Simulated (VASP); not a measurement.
Input:

```
CELL_PARAMETERS angstrom
      3.44329     0.00000     0.00000
      0.00000     3.44329     0.00000
      0.00000     0.00000     3.44329
ATOMIC_POSITIONS crystal
  Al 0.00000 0.00000 0.00000
  Ni 0.00000 0.50000 0.50000
  Ni 0.50000 0.00000 0.50000
  Ni 0.50000 0.50000 0.00000
```
Starting moments (μB, in the order of the record's atoms Al Ni Ni Ni): 0.0 0.3 0.3 0.3.

Method: revTPSS meta-GGA, VASP's PBE PAW potentials (set 64) (plane waves; VASP). Run with 520 eV cut-off, 9×9×9 Γ-centred mesh, first-order Methfessel-Paxton smearing of 0.10 eV, potentials Al Ni.

Give the stress tensor in GPa (positive for a compressed cell).

```
14.91   0.00   0.00
 0.00  14.91   0.00
 0.00   0.00  14.91
```
The pressure is its mean diagonal, 14.91 GPa.

The compound is Ni3Al in the L1_2 structure. This cell is one point of a volume scan, at 0.94 of the reference volume.
